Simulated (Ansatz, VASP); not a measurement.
**Os (Osmium): VASP beside Ansatz**

Wanted: the spread between two codes on one cell, functional and k mesh. The cell is taken from a series of VASP runs on this material, whose earlier steps may have relaxed, scaled or displaced it; both programs get it as it stands.

Main program and level: Ansatz 0.2.0; plane waves, with VASP 6.6.1 beside it; relaxation of cell and atoms at r2SCAN.

### 1. The starting structure

Symmetry: P6_3/mmc, No. 194, hexagonal system. The conventional cell has a = 2.740 Å, b = 2.740 Å, c = 4.319 Å, α = 90.00°, β = 90.00°, γ = 120.00°. Nearest to Os lie 12 Os at 2.68 to 2.74 Å.

### 2. Ansatz: relaxation of cell and atoms, r2SCAN

Ansatz runs on its default PAW (the set named soft_2) files.

The relaxed volume is the usual yardstick between codes: its relative difference is about their pressure difference at one cell divided by the bulk modulus.

File input.yaml:

```yaml
crystal:
  lattice:
    - [2.7403393224, 0.0, 0.0]
    - [-1.3701696612, 2.3732034682, 0.0]
    - [0.0, 0.0, 4.3185380026]
  atoms:
    - { symbol: Os, position: [0.6666666667, 0.3333333333, 0.75] }
    - { symbol: Os, position: [0.3333333333, 0.6666666667, 0.25] }
hamiltonian:
  xc: r2scan
  pseudopotentials: { kind: paw }
kpoints:
  mp_grid: { grid: [20, 20, 12] }
scf:
  occupations: { method: methfessel_paxton, width: 0.15 }
relax:
  f_tol: 0.01
  max_steps: 60
  cell: { stress_tol: 0.05 }
output:
  forces: true
  stress: true
```

Started as:

```
> ansatz run input.yaml --threads 4 --pin off --max-ram 9216MiB --backend cpu --events-out ev --progress --plain --runs-dir out
```

Numbers of over 12 decimals in the logs are rounded to 6 here.

The log of the run:

```text
Engine: ansatz 0.2.0, aarch64-unknown-linux-gnu
Pseudopotentials: kind: paw
Pseudopotential: Os, paw, valence charge 16, recommended cutoff 500 eV (meta_gga), Os.paw.azcp
Functional definition: r2SCAN
  parameter k0 = 0.174
  parameter k1 = 0.065
  parameter a1 = 4.9479
  exchange = r2scan_x(k0 = k0, k1 = k1, a1 = a1)
  correlation = r2scan_c
Crystal: 2 atoms, lattice volume = 28.085 Å³
Basis set: ecut = 500 eV, 699 PW (Γ), exchange–correlation on 80×80×128 points (64 copies of the dense FFT grid, shifted against one another)
Bands: 20, of which v1, the nominal top of the filled ones, is band 16 counted from 1 (15 counted from 0)
Symmetry: 24 space group operations
Space group: P63/mmc (ITA 194), of the structure as read, at distance tolerance 3.0e-5 Å
k-points: 308 of 4800
Non-local potential: Os, projectors of the file, l = 0: 3, l = 1: 2, l = 2: 2, l = 3: 1
PAW form: soft (Blöchl's): semilocal exchange-correlation on the pseudo side does not see the compensation charge
PAW frozen core: Os, regenerated for the run's functional (the file was generated under x = pbe(κ = 0.804, μ = 0.219515), c = pbe(β = 0.066725))
PAW one-centre angular grid: Os, 590 points (default); XC on 160 Gauss nodes
Initial density: superposition of atomic densities (neutral atoms: chi_scale 0, normalization atom), corrected by the library's trained network
Initial wavefunctions: pseudopotential atomic-orbital guess
Functional: x = r2scan, c = r2scan; τ floored in thin density (d = 2e-4 eV/Å³)
SCF iter   1: F=—  HF=-22795.210313 eV  |F-HF|=—  |Δ(HF+E_count)|=         —  Δρ=1.06e-2  dr2=5.98e-3  dr2_τ=3.88e-2  ethr=1.77e-3  ⟨swp⟩=4.5  Hψ=24145  notcnv=0
preconditioner: auto → none  [metal: Δε(μ)=0.016 eV  Ē_g=7.129 eV  σ=0.150 eV  W_gap=0.09  n_scr=8 (ndim 8)  ℏωp=28.0 eV  f_vac=0.000  D(μ)=0.79/eV (n_scr^D=2)  sad-step TF]
SCF iter   2: F=—  HF=-22795.261435 eV  |F-HF|=—  |Δ(HF+E_count)|=   5.11e-2  S|Δr|=    0.00e0  Δρ=6.58e-3  dr2=2.47e-3  dr2_τ=5.83e-4  ethr=1.87e-5  ⟨swp⟩=2.0  Hψ=11115  notcnv=0
SCF iter   3: F=—  HF=-22795.268080 eV  |F-HF|=—  |Δ(HF+E_count)|=   6.65e-3  S|Δr|=    0.00e0  Δρ=8.88e-4  dr2=1.81e-4  dr2_τ=2.35e-5  ethr=7.73e-6  ⟨swp⟩=2.9  Hψ=11081  notcnv=0
SCF iter   4: F=—  HF=-22795.268213 eV  |F-HF|=—  |Δ(HF+E_count)|=   1.33e-4  S|Δr|=    0.00e0  Δρ=4.48e-4  dr2=3.29e-5  dr2_τ=3.98e-6  ethr=5.67e-7  ⟨swp⟩=2.0  Hψ=8594  notcnv=0
SCF iter   5: F=—  HF=-22795.268286 eV  |F-HF|=—  |Δ(HF+E_count)|=   7.30e-5  S|Δr|=    0.00e0  Δρ=1.92e-4  dr2=7.61e-6  dr2_τ=9.55e-7  ethr=1.03e-7  ⟨swp⟩=2.0  Hψ=8586  notcnv=0
SCF iter   6: F=—  HF=-22795.268299 eV  |F-HF|=—  |Δ(HF+E_count)|=   1.32e-5  S|Δr|=    0.00e0  Δρ=2.42e-5  dr2=1.00e-7  dr2_τ=5.70e-9  ethr=2.38e-8  ⟨swp⟩=2.2  Hψ=9056  notcnv=0
SCF iter   7: F=-22795.268300 eV  HF=-22795.268300 eV  |F-HF|=1.17e-8  |Δ(HF+E_count)|=   2.35e-7  S|Δr|=    0.00e0  Δρ=7.15e-6  dr2=9.06e-9  dr2_τ=5.22e-10  ethr=3.13e-10  ⟨swp⟩=4.2  Hψ=20114  notcnv=0
SCF 1 converged in 7 iterations: F = -22795.268300 eV  dr2 = 9.06e-9
  greatest PAW one-centre occupation: 1.000 electrons in one spin orbital (limit 2), on the Os atom at site 1 (counted from 0), in its partial waves of l = 0
relax step   1: F+E_penalty+E_count = -22795.26829970 eV  Δ(F+E_penalty+E_count) = +0.000e0 eV  max|allowed force component| = 2.637e-16 eV/Å  Δτ_max = 0.0000 Å  P = -0.955 GPa  Ω = 28.085 Å³  (7 SCF iters, dr2 threshold 1.00e-7 eV, accepted)
[...]
relax step   2: F+E_penalty+E_count = -22795.26772342 eV  Δ(F+E_penalty+E_count) = +5.763e-4 eV  max|allowed force component| = 2.868e-16 eV/Å  Δτ_max = 0.0000 Å  P = +2.112 GPa  Ω = 27.886 Å³  energy of the carried Pulay correction = +1.346e-4 eV  (5 SCF iters, dr2 threshold 2.00e-7 eV, rejected (line search))
[...]
relax step   3: F+E_penalty+E_count = -22795.26852878 eV  Δ(F+E_penalty+E_count) = -2.291e-4 eV  max|allowed force component| = 2.776e-17 eV/Å  Δτ_max = 0.0000 Å  P = -0.009 GPa  Ω = 28.023 Å³  energy of the carried Pulay correction = +4.191e-5 eV  (8 SCF iters, accepted)
[...]
relax step   4: F+E_penalty+E_count = -22795.26848754 eV  Δ(F+E_penalty+E_count) = +4.124e-5 eV  max|allowed force component| = 2.313e-17 eV/Å  Δτ_max = 0.0000 Å  P = -0.010 GPa  Ω = 28.023 Å³  stress off target by 1.01e-2 GPa  SCF on the basis re-selected at this cell (its energy is not comparable with the rows above)  (3 SCF iters)
basis re-selected at this cell: Δ(F+E_penalty+E_count) = +4.124e-5 eV, ΔP = -0.001 GPa vs the last step (what re-selecting the basis moved, of the pressure what is left beyond the Pulay correction that the steps carried, after the strain that the cell walked since its last selection, with what the two solves' SCF thresholds leave and, on support functions, any second-order correction that the steps lacked; it is no m [...]
SCF converged after 3 iterations
Stability not checked: this state was not tested for a lower state beside it, because cold or Methfessel-Paxton smearing, or corrected tetrahedra, fill the levels in a way that the test cannot read (fill_not_monotonic; see scf.lower_state_search)
Free energy (F): -22795.268488 eV
Harris-Foulkes:  -22795.268488 eV  (|F-HF|=2.18e-11)
Internal energy: -22795.270125 eV  (E = F + TS)
E sigma→0 (E₀):  -22795.268897 eV
Entropy (-TS):   0.001637 eV (0.819 meV/atom)
Fermi energy:    25.806856 eV
--- Per-component energies (eV) ---
  E_band       = -165.639493
  E_kinetic    = 1125.958400
  E_local      = -1572.627607  (includes V_loc(G=0)·N_el)
  E_nonlocal   = -2.795220
  E_hartree    = 654.507750
  E_xc         = -506.063107
  E_vxc        = -628.562168  (∫ρ·V_xc dr)
  E_paw        = -18078.056657  (= ΣΔE_a)
  E_vpaw       = -433.329059  (= ΣTr[D̂ρ^β])
  E_aug_tail   = -0.000300  (compensation charges beyond the density's cutoff)
  E_vtau       = 36.701066  (kinetic-family band-sum trace: ∫τ·v_τ [+ j·A + Jᵃ·Aᵃ] dr)
  E_ewald      = -4415.423358
  E_core_change = -0.770026  (= ΣΔE_core)
  E_smearing   = 0.001637  (= −TS)
  E_closure    = -0.000000  (closes the sum)
  Σ components = -22795.268488   (vs F -22795.268488, Δ=0.00e0)
--- Forces (eV/Å), atoms counted from 1 ---
  atom   1  Os     0.00000000    -0.00000000     0.00000000
  atom   2  Os     0.00000000     0.00000000     0.00000000
  max |Σ_I F_I| component: 9.25e-18 eV/Å
--- Stress (GPa, compression-positive) ---
       -0.009581      -0.000000       0.000000
        0.000000      -0.009581       0.000000
        0.000000       0.000000      -0.010105
  P = ⅓ Tr σ = -0.0098 GPa (-0.098 kbar)
--- Relaxed structure (3 steps of the walk, 2 accepted, 1 SCFs on fresh bases) ---
  F+E_penalty+E_count = -22795.26848754 eV   max|allowed force component| = 2.313e-17 eV/Å   (the final SCF, on the basis selected at the relaxed cell)
  cell:  # Å, volume = 28.0229 Å³
    - [2.738249, 0.0, 0.0]
    - [-1.369125, 2.371393, 0]
    - [0.0, -1.1607148818032774e-19, 4.315559]
  atoms:
    - { symbol: Os, position: [0.666667, 0.333333, 0.75] }
    - { symbol: Os, position: [0.333333, 0.666667, 0.25] }
```

It took 19 s on 4 threads of Arm Neoverse V1, shared host; peak memory 0.52 GiB; 71 s of CPU time.

### 3. VASP: relaxation of cell and atoms, r2SCAN

The same cell, functional, mesh and smearing now go to VASP, with its own data sets and cutoff.

Lines of VASP's logs that name or quote its potential files are left out, and so is its time.

File INCAR:

```
SYSTEM = Os
PREC = Accurate
ENCUT = 520
EDIFF = 1E-07
NELM = 100
ISMEAR = 1
SIGMA = 0.15
LREAL = .FALSE.
ALGO = Normal
METAGGA = R2SCAN
LASPH = .TRUE.
NBANDS = 14
LORBIT = 11
LWAVE = .FALSE.
LCHARG = .FALSE.
KPAR = 4
IBRION = 2
NSW = 50
ISIF = 3
EDIFFG = -0.005
```

File POSCAR:

```
Os
1.0
    2.7403393224      0.0000000000      0.0000000000
   -1.3701696612      2.3732034682      0.0000000000
    0.0000000000      0.0000000000      4.3185380026
Os
2
Direct
    0.6666666667      0.3333333333      0.7500000000
    0.3333333333      0.6666666667      0.2500000000
```

File KPOINTS:

```
Automatic mesh
0
Gamma
20 20 12
0 0 0
```

Potentials, in the order of the species: Os (PBE family, release 64).

Started as:

```
> mpirun -np 4 vasp_std
```

The log of the run:

```text
[banner, memory and clock lines left out]
running    4 mpi-ranks, on    1 nodes
 distrk:  each k-point on    1 cores,    4 groups
 distr:  one band on    1 cores,    1 groups

 POSCAR found type information on POSCAR Os
 POSCAR found :  1 types and       2 ions
|                                                                             |
|               ----> ADVICE to this user running VASP <----                  |
|                                                                             |
|     You enforced a specific xc type in the INCAR file but a different       |
|     [... a line on the potential file left out ...]
|     I HOPE YOU KNOW WHAT YOU ARE DOING!                                     |
|                                                                             |

 LDA part: xc-table for (None), standard interpolation
 POSCAR, INCAR and KPOINTS ok, starting setup
 FFT: planning ... GRIDC
 FFT: planning ... GRID_SOFT
 FFT: planning ... GRID
 WAVECAR not read
 entering main loop
       N       E                     dE             d eps       ncg     rms          rms(c)
DAV:   1     0.238663974363E+02    0.23866E+02   -0.78581E+03  8624   0.115E+03
DAV:   2    -0.102986865399E+03   -0.12685E+03   -0.11190E+03  8956   0.362E+02
DAV:   3    -0.108650036297E+03   -0.56632E+01   -0.53793E+01 11258   0.662E+01
DAV:   4    -0.108705583735E+03   -0.55547E-01   -0.55350E-01  9410   0.684E+00
DAV:   5    -0.108705914378E+03   -0.33064E-03   -0.33060E-03 11222   0.478E-01    0.221E+01
DAV:   6    -0.106204704843E+03    0.25012E+01   -0.83409E-01 10424   0.822E+00    0.105E+01
DAV:   7    -0.106015487163E+03    0.18922E+00   -0.42894E-01 10700   0.602E+00    0.886E-01
DAV:   8    -0.106012165814E+03    0.33213E-02   -0.54635E-03  9322   0.614E-01    0.164E-01
DAV:   9    -0.106011771779E+03    0.39403E-03   -0.13522E-03 10568   0.399E-01    0.343E-02
DAV:  10    -0.106011758734E+03    0.13046E-04   -0.48968E-05 10460   0.557E-02    0.197E-02
DAV:  11    -0.106011729966E+03    0.28767E-04   -0.11220E-05  9530   0.396E-02    0.505E-03
DAV:  12    -0.106011727736E+03    0.22309E-05   -0.44213E-07 11030   0.881E-03    0.144E-03
DAV:  13    -0.106011727413E+03    0.32282E-06   -0.15224E-08  5110   0.150E-03    0.308E-04
DAV:  14    -0.106011727355E+03    0.57358E-07   -0.55235E-09  4792   0.712E-04
   1 F= -.10601173E+03 E0= -.10601229E+03  d E =-.106012E+03
 curvature:   0.00 expect dE= 0.000E+00 dE for cont linesearch  0.000E+00
 trial: gam= 0.00000 g(F)=  0.301E-47 g(S)=  0.570E-06 ort = 0.000E+00 (trialstep = 0.100E+01)
 search vector abs. value=  0.570E-06
 reached required accuracy - stopping structural energy minimisation
```

From OUTCAR (step 3):

```text
ion  position               nearest neighbor table
   1  0.667  0.333  0.750-   2 2.68   2 2.68   2 2.68   2 2.68   2 2.68   2 2.68
   2  0.333  0.667  0.250-   1 2.68   1 2.68   1 2.68   1 2.68   1 2.68   1 2.68

  LATTYP: Found a hexagonal cell.
 ALAT       =     2.7403393224
 C/A-ratio  =     1.5759135985

 Subroutine GETGRP returns: Found 24 space group operations
 (whereof 12 operations were pure point group operations)

The static configuration has the point symmetry D_3d.
 The point group associated with its full space group is D_6h.

 Found    308 irreducible k-points:

   k-points           NKPTS =    308   k-points in BZ     NKDIM =    308   number of bands    NBANDS=     14

   dimension x,y,z NGX =    20 NGY =   20 NGZ =   32
   dimension x,y,z NGXF=    40 NGYF=   40 NGZF=   64

   ENCUT  =  520.0 eV  38.22 Ry    6.18 a.u.   5.10  5.10  8.03*2*pi/ulx,y,z

   NELECT =      16.0000    total number of electrons

 k-points in reciprocal lattice and weights: Automatic mesh
   0.00000000  0.00000000  0.00000000       0.000
   0.05000000  0.00000000  0.00000000       0.001
   0.10000000  0.00000000  0.00000000       0.001
   0.15000000  0.00000000  0.00000000       0.001
   0.20000000  0.00000000  0.00000000       0.001
   0.25000000  0.00000000  0.00000000       0.001
   0.30000000  0.00000000  0.00000000       0.001
   0.35000000  0.00000000  0.00000000       0.001
   0.40000000 -0.00000000  0.00000000       0.001
[...]
0.30000000  0.30000000  0.50000000       0.001
   0.35000000  0.30000000  0.50000000       0.001

 average (electrostatic) potential at core
       1 -48.9448       2 -48.9448

 E-fermi :   9.2453

 k-point     1 :       0.0000    0.0000    0.0000
  band No.  band energies     occupation
    ...
      6       6.9104      2.00000
      7       6.9104      2.00000
      8       7.5456      2.00000
      9       7.5456      2.00000
     10       9.2431      1.02462
     11      10.9400     -0.00000
     12      10.9400     -0.00000
     13      18.7559      0.00000
     14      23.9730      0.00000

 k-point     2 :       0.0500    0.0000    0.0000
  band No.  band energies     occupation
    ...
      6       6.8460      2.00000
      7       6.9966      2.00000
      8       7.4243      2.00000
      9       7.4701      2.00000
     10       8.6942      2.00000
     11      10.9926     -0.00000
     12      11.6388     -0.00000
     13      18.7485      0.00000
     14      24.1911      0.00000

 k-point     3 :       0.1000    0.0000    0.0000
  band No.  band energies     occupation
    ...
      6       6.9298      2.00000
      7       6.9433      2.00000
      8       7.2516      2.00000
      9       7.2653      2.00000
     10       8.0281      2.00000
     11      11.1303     -0.00000
     12      12.8771      0.00000
     13      18.7129      0.00000
     14      24.7958      0.00000

  Total        0.0016483      0.0016483      0.0042641     -0.0000000     -0.0000000      0.0000000
  in kB        0.0940337      0.0940337      0.2432573     -0.0000000     -0.0000000      0.0000000
  external PRESSURE =       0.1437749 kB  Pullay stress =       0.0000000 kB

  energy-cutoff  :      520.00
  volume of cell :       28.09
      direct lattice vectors                 reciprocal lattice vectors
     2.740339322  0.000000000  0.000000000     0.364918312  0.210685686  0.000000000
    -1.370169661  2.373203468  0.000000000     0.000000000  0.421371371  0.000000000
     0.000000000  0.000000000  4.318538003     0.000000000  0.000000000  0.231559847

 POSITION                                       TOTAL-FORCE (eV/Angst)
 -----------------------------------------------------------------------------------
      1.37017      0.79107      3.23890        -0.000000      0.000000      0.000000
     -0.00000      1.58214      1.07963         0.000000      0.000000      0.000000
 -----------------------------------------------------------------------------------
    total drift:                                0.000000     -0.000000     -0.000000

  FREE ENERGIE OF THE ION-ELECTRON SYSTEM (eV)
  ---------------------------------------------------
  free  energy   TOTEN  =      -106.0117273554 eV

  energy  without entropy=     -106.0134064099  energy(sigma->0) =     -106.01228704

 reached required accuracy - stopping structural energy minimisation

 total charge
# of ion       s       p       d       tot
------------------------------------------
    1        0.656   0.786   6.050   7.492
    2        0.656   0.786   6.050   7.492
--------------------------------------------------
tot          1.311   1.572  12.100  14.984

[... 3 further parts left out ...]
```

CONTCAR:

```
Os
   1.00000000000000
     2.7403393224000001    0.0000000000000000    0.0000000000000000
    -1.3701696612000001    2.3732034681999998    0.0000000000000000
     0.0000000000000000    0.0000000000000000    4.3185380026000004
  Os
     2
Direct
     0.6666666667000030    0.3333333332999970    0.7500000000000000
     0.3333333332999970    0.6666666667000030    0.2500000000000000
```

The run keeps the 24 symmetry operations of its start, so it cannot find a distortion of lower symmetry.

### 4. Comparison

Known differences besides the potentials themselves: VASP keeps PBE cores, Ansatz makes them for the functional; both relaxations stop at a tolerance, which leaves soft axes loose, and VASP keeps its plane-wave basis; the data sets hold 32 valence electrons in Ansatz (default PAW (the set named soft_2) files) and 16 in VASP; the cutoff is 500 eV in Ansatz and 520 eV in VASP; Ansatz adds a Pulay correction to the stress that steers its cell, VASP none. Total energies have different zeros and are not compared.

Compared:

```
                                         quantity  Ansatz   VASP  difference
                                      volume (Å³)   28.02  28.09     -0.22 %
edge a after relaxation, in the typed setting (Å)   2.738  2.740     -0.08 %
edge c after relaxation, in the typed setting (Å)   4.316  4.319     -0.07 %
```

The walks stopped with -0.01 GPa left in Ansatz and 0.01 GPa in VASP; each walk ends within a tolerance, so the volume difference is uncertain by about these residues over the bulk modulus, most in soft cells.

### 5. Outcome

* difference in volume (relaxation of cell and atoms, r2SCAN): -0.22 %

The difference in volume is -0.22 % (relaxation of cell and atoms, r2SCAN), within the 1.2 % picked in this series as the mark of a large difference, as far as the stopping tolerances let one tell. Such differences can come from data sets, numerical settings and the points named under the comparisons, not from the functional's error against experiment.

[Lines on the potential files, build, host, timing and source positions are cut from VASP's logs without a mark.]

[Logs are printed without paths, hosts, clocks, repeated set-up lines and the standing remarks that a program may print on its own settings, such as how far it seeks lower states.]

[Hosts, paths, dates, database ids (printed as entryN), source tags and the programs' standing remarks are cut or masked in the printed files.]
